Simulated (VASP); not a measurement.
Input of a VASP 6.6.1 run:

INCAR

```
ALGO = Fast
EDIFF = 1E-6
ENCUT = 520
GGA = PE
ISIF = 2
ISMEAR = 0
LASPH = T
LCHARG = F
LREAL = F
LWAVE = F
NBANDS = 26
NELM = 100
PREC = Accurate
SIGMA = 0.05
```

The input KPOINTS:

```
k-points
0
Gamma
  14 14 14
```

POSCAR

```
NbAs
1.0
   -1.7364266416      1.7364266416      5.8772138030
    1.7364266416     -1.7364266416      5.8772138030
    1.7364266416      1.7364266416     -5.8772138030
Nb As
2 2
Direct
   -0.0010859010     -0.0010859010      0.0000000000
    0.7489140990      0.2489140990      0.5000000000
    0.4170859010      0.4170859010      0.0000000000
    0.1670859010      0.6670859010      0.5000000000
```

Potentials or basis: VASP PAW PBE potentials, release 64 (Nb_sv, As).

The run is started by

```sh
$ cat potpaw_PBE.64/Nb_sv/POTCAR potpaw_PBE.64/As/POTCAR > POTCAR
$ mpirun -np 1 vasp_std > vasp.out
```

(1) Predict the pressure.

(2) What does it give for the band gap on the k mesh?

## Answers

(1) 0.0 GPa.

(2) none (metal or under the smearing width).
